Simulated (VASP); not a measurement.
These are LDA (Ceperley-Alder, Perdew-Zunger), VASP's LDA PAW potentials (set 64) (plane waves; VASP) values and carry that method's errors. Each cell was relaxed at this level.

Problem. Which of these has an unstable (imaginary) mode at Γ?
(A) Si, Fd-3m (227)
(B) BaTiO3, R3m (160)
(C) BaTiO3, Pm-3m (221)
(D) BaS, Fm-3m (225)

Solution. C, BaTiO3, Pm-3m (221). Its optical Γ-point modes are 155i (×3), 186 (×3), 291 (×3), 477 (×3) cm⁻¹.
